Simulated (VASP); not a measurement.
```xyz
3
Lattice="3.3444 0.0000 0.0000 -1.6722 2.8963 0.0000 0.0000 0.0000 6.7302" Properties=species:S:1:pos:R:3 pbc="T T T"
W      0.0000     0.0000     0.0000
Se     0.0000     1.9309     1.6661
Se     1.6722     0.9654     5.0641
```

These are r2SCAN meta-GGA, VASP's PBE PAW potentials (set 64) (plane waves; VASP 6.6.1) values and carry that method's errors. Numerical set-up: 400 eV cut-off, 12×12×5 Γ-centred mesh, tetrahedra with Blöchl corrections, potentials W_sv Se.

Give the energies of bands 7 to 16 at the high-symmetry points, in eV from the Fermi level.

```csv
band,Γ,M,K,A,L,H
7,-7.62,-7.64,-6.40,-6.83,-7.66,-6.24
8,-3.94,-5.68,-5.98,-4.22,-5.99,-5.98
9,-3.94,-5.13,-5.98,-3.93,-5.17,-5.98
10,-2.34,-4.17,-4.35,-3.93,-4.23,-4.48
11,-1.48,-3.82,-4.35,-0.92,-3.01,-4.27
12,-0.92,-2.10,-4.16,-0.92,-2.42,-4.27
13,-0.92,-2.00,0.64,-0.56,-1.84,0.25
14,-0.19,1.20,0.74,-0.27,1.20,0.25
15,-0.19,1.81,0.74,-0.27,1.88,0.64
16,3.39,3.09,2.88,3.56,3.42,3.77
```

It has no gap at this level: it comes out as a metal or semimetal.

The structure was generated: WSe2 was put into the CdI2 type (P-3m1), which need not be its known phase. It was relaxed first, which changed the volume by -14 %.
